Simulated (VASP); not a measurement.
An input for Quantum ESPRESSO's pw.x (written as the equivalent of a VASP run, and not itself run):

```
&CONTROL
  calculation = 'vc-relax'
  pseudo_dir = './pseudo'
  outdir = './out'
  tprnfor = .true.
  tstress = .true.
  nstep = 60
  forc_conv_thr = 0.00078
/
&SYSTEM
  ibrav = 0
  nat = 4
  ntyp = 2
  ecutwfc = 84
  occupations = 'smearing'
  smearing = 'gaussian'
  degauss = 0.003675
  input_dft = 'pbe'
  vdw_corr = 'grimme-d3'
  dftd3_version = 3
  dftd3_threebody = .false.
/
&ELECTRONS
  conv_thr = 7.3e-08
  electron_maxstep = 100
/
&IONS
/
&CELL
/
ATOMIC_SPECIES
  Zn 65.380 Zn.upf
  O 15.999 O.upf
CELL_PARAMETERS angstrom
     1.6406095   -2.8416195    0.0000000
     1.6406095    2.8416195   -0.0000000
    -0.0000000   -0.0000000    5.2604140
ATOMIC_POSITIONS crystal
  Zn   0.6666670  0.3333330  0.5002624
  Zn   0.3333330  0.6666670  0.0002624
  O    0.6666670  0.3333330  0.8817376
  O    0.3333330  0.6666670  0.3817376
K_POINTS automatic
  7 7 4 0 0 0
```

### Question
Translate this input to VASP (INCAR, KPOINTS, POSCAR, choice of POTCAR).

### Answer
This is not unique; one that fits is 
**KPOINTS**
```
Automatic mesh
0
Gamma
7 7 4
0 0 0
```

File POSCAR:
```
ZnO
1.0
  1.6406095357  -2.8416195216   0.0000000000
  1.6406095357   2.8416195216   0.0000000000
  0.0000000000   0.0000000000   5.2604139921
Zn O
2 2
Cart
  1.6406095357  -0.9472084016   2.6315874618
  1.6406095357   0.9472084016   0.0013804657
  1.6406095357  -0.9472084016   4.6383046753
  1.6406095357   0.9472084016   2.0080976793
```

**INCAR**
```
SYSTEM = ZnO
PREC = Accurate
ENCUT = 520
EDIFF = 1E-6
NELM = 100
ALGO = Normal
LREAL = .FALSE.
LASPH = .TRUE.
ISMEAR = 0
SIGMA = 0.05
GGA = PE
IVDW = 11
LMAXMIX = 4
LWAVE = .FALSE.
LCHARG = .FALSE.
IBRION = 2
ISIF = 3
NSW = 60
EDIFFG = -0.02
```

POTCAR, in this order: Zn O (PBE.64 set). Program: vasp_std.

What does not carry over: the potentials are each code's own (VASP's PAW set, PseudoDojo norm-conserving files in pw.x), so ENCUT and ecutwfc are chosen apart and not converted; conv_thr bounds pw.x's estimated SCF error, while EDIFF bounds the energy change between steps; forc_conv_thr acts on force components and is met together with etot_conv_thr.

The compound is ZnO in the wurtzite structure. This run relaxes it. Symmetry was kept, so distortions that lower it aren't found. The start is the result of an earlier pass.
